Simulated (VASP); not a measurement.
All values below come from LDA (Ceperley-Alder, Perdew-Zunger), VASP's LDA PAW potentials (set 64) (plane waves; VASP).

A VASP calculation is set up with these files.

### POSCAR
```
RuAl
1.0
  2.9547297838   0.0000000000   0.0000000000
  0.0000000000   2.9547297838   0.0000000000
  0.0000000000   0.0000000000   2.9547297838
Al Ru
1 1
Cartesian
  1.4773648919   1.4773648919   1.4773648919
  0.0000000000   0.0000000000   0.0000000000
```

File KPOINTS:
```
Automatic mesh
0
Gamma
12 12 12
0 0 0
```

INCAR:
```
! general
SYSTEM =RuAl
PREC   =Accurate
ENCUT  =500
LREAL  =.False.
LASPH  =.True.

! electronic loop
EDIFF  =1E-6
NELM   =100
ALGO   =Normal
LMAXMIX=4

! smearing
ISMEAR =1
SIGMA  =0.1

! ions
IBRION =2
NSW    =40
ISIF   =3
EDIFFG =-0.02
PSTRESS=50

! output
LWAVE  =.False.
LCHARG =.False.
```

POTCAR, in this order: Al Ru_pv (LDA.64 set). Program: vasp_std.

Task: Predict the energy per atom (σ→0), volume per atom, band gap (on the k-mesh).

Result: 
```
Property                                                    Result
------------------------  ----------------------------------------
energy per atom (σ→0)                               -8.091 eV/atom
band gap (on the k-mesh)  none (metal, semimetal or under 0.01 eV)
volume per atom                                      12.65 Å³/atom
```

File OSZICAR:
```
...
DAV:   2    -0.162330622599E+02    0.41972E+00   -0.28710E+00  2128   0.205E+01    0.207E+00
DAV:   3    -0.161827647599E+02    0.50297E-01   -0.15830E-01  2120   0.472E+00    0.433E-01
DAV:   4    -0.161821339796E+02    0.63078E-03   -0.12137E-02  2116   0.769E-01    0.123E-01
DAV:   5    -0.161822781778E+02   -0.14420E-03   -0.74271E-04  2456   0.329E-01    0.840E-02
DAV:   6    -0.161823418456E+02   -0.63668E-04   -0.81085E-05  2364   0.937E-02    0.132E-02
DAV:   7    -0.161823430359E+02   -0.11903E-05   -0.70837E-06  2452   0.275E-02    0.398E-03
DAV:   8    -0.161823429332E+02    0.10262E-06   -0.30259E-07  1052   0.527E-03
   3 F= -.15392731E+02 E0= -.15392612E+02  d E =-.759579E-02
```

The compound is RuAl in the CsCl type structure. This run relaxes it under an external pressure of 5 GPa. Symmetry was kept, so distortions that lower it aren't found. The electron count is odd and the run is not spin-polarised, which forces a metal.
